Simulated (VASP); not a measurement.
Consider the following.

```
As
1.0
    3.73146    -1.90993    -0.00232
    3.73146     1.90993    -0.00232
    2.75582     0.00000     3.15864
As
2
Cartesian
  2.32030   0.00000   0.71616
  7.89844   0.00000   2.43785
```

Method: PBE GGA, VASP's PBE PAW potentials (set 64) (plane waves; VASP). Numerical set-up: 520 eV cut-off, Gaussian smearing of 0.050 eV, potentials As.

Task: Give the energies of bands 2 to 8 at the high-symmetry points, in eV from the Fermi level.

Result: 
| band | Γ | T | H2 | L | S0 | F |
|---|---|---|---|---|---|---|
| 2 | -6.06 | -9.85 | -10.46 | -10.90 | -10.68 | -9.60 |
| 3 | -2.40 | -1.65 | -5.58 | -2.67 | -5.84 | -5.77 |
| 4 | -1.92 | -1.65 | -5.13 | -2.67 | -3.40 | -4.02 |
| 5 | -1.92 | -0.69 | -1.34 | -0.42 | -3.39 | -3.92 |
| 6 | 1.68 | 0.77 | 1.16 | -0.32 | 3.06 | 1.62 |
| 7 | 2.83 | 0.77 | 5.10 | 0.37 | 3.13 | 5.17 |
| 8 | 2.83 | 1.65 | 5.28 | 1.33 | 5.42 | 6.58 |

It has no gap at this level: it comes out as a metal or semimetal.

The compound is As in the a7 structure. It was relaxed first.
